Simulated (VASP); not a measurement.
Input:

```
CELL_PARAMETERS angstrom
      0.00000     2.29114     2.29114
      2.29114     0.00000     2.29114
      2.29114     2.29114     0.00000
ATOMIC_POSITIONS crystal
  Li 0.25000 0.25000 0.25000
  Li 0.72818 0.72818 0.77182
  O  0.00000 0.00000 0.00000
```

Method: r2SCAN meta-GGA, VASP's PBE PAW potentials (set 64) (plane waves; VASP 6.6.1). Settings: 600 eV cut-off, 8×8×8 Γ-centred mesh, Gaussian smearing of 0.050 eV, potentials Li_sv O.

Q: Give the force on each atom (eV/Å).

A: 
```
atom     Fx     Fy      Fz
----  -----  -----  ------
Li1   0.000  0.000  -0.236
Li2   0.000  0.000   0.534
O3    0.000  0.000  -0.298
```

Q: Give the stress tensor in GPa (positive for a compressed cell).

A: 
```
-0.51  -0.46   0.00
-0.46  -0.51   0.00
 0.00   0.00  -0.20
```
The pressure is its mean diagonal, -0.41 GPa.

The compound is Li2O in the antifluorite structure. This cell was strained or had an atom moved on purpose.
